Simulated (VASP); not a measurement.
Consider the following.

```xyz
2
Lattice="1.5584 -2.6992 0.0000 1.5584 2.6992 0.0000 0.0000 0.0000 4.9546" Properties=species:S:1:pos:R:3 pbc="T T T"
Hf     1.5584     0.8998     1.2387
Hf     1.5584    -0.8998     3.7160
```

These are LDA (Ceperley-Alder, Perdew-Zunger), VASP's LDA PAW potentials (set 64) (plane waves; VASP) values and carry that method's errors. Settings: 500 eV cut-off, 13×13×8 Γ-centred mesh, first-order Methfessel-Paxton smearing of 0.10 eV, potentials Hf_pv.

Unless said otherwise, spin-orbit coupling is left out, though it shifts the bands of the heavy elements here.

Question: What does the run give for the energy per atom (σ→0), band gap (on the k-mesh) with the smallest direct gap where there is one?

Answer: 
```
Item                                                         Value
------------------------  ----------------------------------------
band gap (on the k-mesh)  none (metal, semimetal or under 0.01 eV)
energy per atom (σ→0)                              -10.695 eV/atom
```

The compound is Hf in the hcp structure. It was relaxed first, which changed the volume by -6 %.
